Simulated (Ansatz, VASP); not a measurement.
**One calculation of TiNiH, two programs**

INCAR

```
  PREC = Accurate
  ENCUT = 520
  EDIFF = 1E-7
  ISMEAR = -1
  SIGMA = 0.05
  LREAL = F
  LASPH = T
  NELM = 150
  ALGO = Normal
  ISIF = 2
  LWAVE = F
  LCHARG = F
  ISPIN = 2
  MAGMOM = 1 1 1 1 0 0
  LORBIT = 11
  LMAXMIX = 4
  GGA = PE
  NBANDS = 36
```

The input KPOINTS:

```
regular mesh
0
Gamma
  8 8 7
```

POSCAR

```
TiNiH
1.0
    1.6690910000     -4.7477900000      0.0000000000
    1.6690910000      4.7477900000      0.0000000000
    0.0000000000      0.0000000000      3.8405000000
Ni Ti H
2 2 2
Direct
    0.4140550000      0.5859450000      0.2500000000
    0.5859450000      0.4140550000      0.7500000000
    0.1418570000      0.8581430000      0.2500000000
    0.8581430000      0.1418570000      0.7500000000
    0.9177660000      0.0822340000      0.2500000000
    0.0822340000      0.9177660000      0.7500000000
```

File input.yaml:

```yaml
crystal:
  lattice:
    - [1.669091, -4.74779, 0.0]
    - [1.669091, 4.74779, 0.0]
    - [0.0, 0.0, 3.8405]
  atoms:
    - { symbol: Ni, position: [0.414055, 0.585945, 0.25], spin: 1.0 }
    - { symbol: Ni, position: [0.585945, 0.414055, 0.75], spin: 1.0 }
    - { symbol: Ti, position: [0.141857, 0.858143, 0.25], spin: 1.0 }
    - { symbol: Ti, position: [0.858143, 0.141857, 0.75], spin: 1.0 }
    - { symbol: H, position: [0.917766, 0.082234, 0.25] }
    - { symbol: H, position: [0.082234, 0.917766, 0.75] }
hamiltonian:
  xc: pbe
  pseudopotentials: { kind: paw }
magnetization:
  spin_polarized: true
kpoints:
  mp_grid: { grid: [8, 8, 7] }
scf:
  occupations: { method: fermi_dirac, width: 0.05 }
output:
  forces: true
  stress: true
  eigenvalues: true
  write_density: true
  write_potential: true
  elf: true
  volumetric_format: npy
```

The cell comes from a database or a generator and needn't be the stable form of this composition.

Alike in both runs: task single point; functional PBE; k mesh 8 × 8 × 7; occupations fermi-dirac, width 0.05 eV; collinear spin, ferromagnetic start.

|  | VASP | Ansatz |
| --- | --- | --- |
| version | VASP 6.6.1 | Ansatz 0.2.0 |
| potentials or method | VASP PAW PBE potentials, release 64 (Ni, Ti_sv, H) | Ansatz PAW |
| plane-wave cutoff (eV) | 520 | 420 |
| valence electrons in the cell | 46 | 62 |

VASP gave:

```
gap on the k mesh at the Fermi level (eV)       : none
pressure (GPa)                                  : 0.7
largest component of the traceless stress (GPa) : 0.17
rms of the force components (eV/Å)              : 0.036
net moment per atom (μB)                        : 0.00
```

Problem. What did Ansatz give for the same quantities?

Solution. gap on the k mesh at the Fermi level (eV): none; pressure (GPa): 0.7; largest component of the traceless stress (GPa): 0.02; rms of the force components (eV/Å): 0.036; net moment per atom (μB): 0.00.

Atom by atom the forces differ by 0.004 eV/Å (rms over components). A gap of «none» marks a metal or a gap that the smearing closes. The two sets of potentials don't hold the same shells in valence.

Caveats: the starting moments weren't kept (Ansatz).
